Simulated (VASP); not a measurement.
Input:

```
CELL_PARAMETERS angstrom
      4.01600     0.00000     0.00000
      0.00000     4.01600     0.00000
      0.00000     0.00000     4.01600
ATOMIC_POSITIONS crystal
  K  0.00000 0.00000 0.00000
  Ta 0.50000 0.50000 0.50000
  O  0.50000 0.00000 0.50000
  O  0.00000 0.50000 0.50000
  O  0.50000 0.50000 0.00000
```

Computed with PBE GGA with D3 dispersion (zero damping), VASP's PBE PAW potentials (set 64) (plane waves; VASP). Run with 520 eV cut-off, 5×5×5 Γ-centred mesh, Gaussian smearing of 0.050 eV, potentials K_sv Ta_pv O.

Problem. Predict the energy per atom (σ→0).

Solution. 
The energy per atom (σ→0) comes out as -8.398 eV/atom.

Only differences to runs with the same potentials and settings are physical.

The compound is KTaO3 in the cubic perovskite structure. It was relaxed first. The start is the result of an earlier pass.
